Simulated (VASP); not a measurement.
Consider the following.

```
CELL_PARAMETERS angstrom
      0.00000     2.23603     2.23603
      2.23603     0.00000     2.23603
      2.23603     2.23603     0.00000
ATOMIC_POSITIONS crystal
  Ga 0.00000 0.00000 0.00000
  N  0.25000 0.25000 0.25000
```

Computed with MS2 meta-GGA, VASP's PBE PAW potentials (set 64) (plane waves; VASP). Numerical set-up: 520 eV cut-off, 10×10×10 Γ-centred mesh, Gaussian smearing of 0.050 eV, potentials Ga_d N.

### Question
The job: GaN (zinc blende), 2 atoms, MS2, static run, 520 eV, 10×10×10 Γ-centred mesh. Roughly how much core time does it take on a busy server core?

### Answer
About 50 core-seconds (one run on a shared machine, a rough figure). It had 47 irreducible k-points, 13 bands, up to 620 plane waves and 23 electronic steps.

The compound is GaN in the zinc blende structure, a metastable form; wurtzite is the usual one. It was relaxed first.
